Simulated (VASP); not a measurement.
# Sn: energy against the displacement of an atom

Sn (diamond, Fd-3m, 33.957 Å³/atom and stress up to 0.08 GPa in the relaxed cell, cube axes along x, y and z) under a displacement u of the Sn atom at (1.619, 1.619, 1.619) Å, one of 2 in the cell, and of all its periodic images, along (1, 1, 1). LDA in VASP (plane waves, PAW), 480 eV, 8×8×8 Γ-centred mesh, Methfessel-Paxton smearing 0.10 eV; the cell and the other atoms are held.

Here u stands for displacement and y for E less E0.

```csv
displacement (Å),E less E0 (meV/cell)
-0.180,?
-0.070,20.4
-0.040,6.7
-0.020,1.7
0.000,0.0
0.020,1.6
0.040,6.0
0.070,17.2
```

**Question.** Fit y against u with a parabola, and predict the withheld value at u = -0.180.

**Answer.** Least squares gives y = 0.13 - 18.41·u + 3817.0·u². Residuals (row less fit): 0.28, -0.27, -0.32, -0.13, 0.31, 0.50, -0.34; standard error 0.43 (degrees of freedom: 4). Twice the quadratic coefficient is the force constant of this zone-centre displacement, 7.6 ± 0.2 eV/Å². At the withheld row, y = 0.13 - 18.41 × (-0.18) + 3817.0 × (-0.18)² = 127.11 meV/cell. The calculation gives 144.8 meV/cell, 17.69 meV/cell above the prediction (12.2 % of the range of y in the table). The row lies outside the fitted rows, so this is an extrapolation. From the scatter of the fitted rows alone, a prediction at this place has a standard error of 2.68 meV/cell, so the miss is 6.6 times that.

A polynomial of degree 3 through the 12 other runs of the series gives 143.4 there, so most of the miss is curvature that the fit leaves out. This level leaves no gap over 0.05 eV at displacement -0.180, -0.070, -0.040, -0.020, 0.000, 0.020, 0.040, 0.070 Å. Sn is here grey tin, stable below 13 °C. Rows are the converged runs of the series near zero and its far end, less any whose ions stayed unrelaxed beside relaxed ones; series whose fitted rows scatter by over a few per cent of the range, as at a crossing or softening among them, aren't shown in this form. Most that stay on the fit to the last digits aren't either.
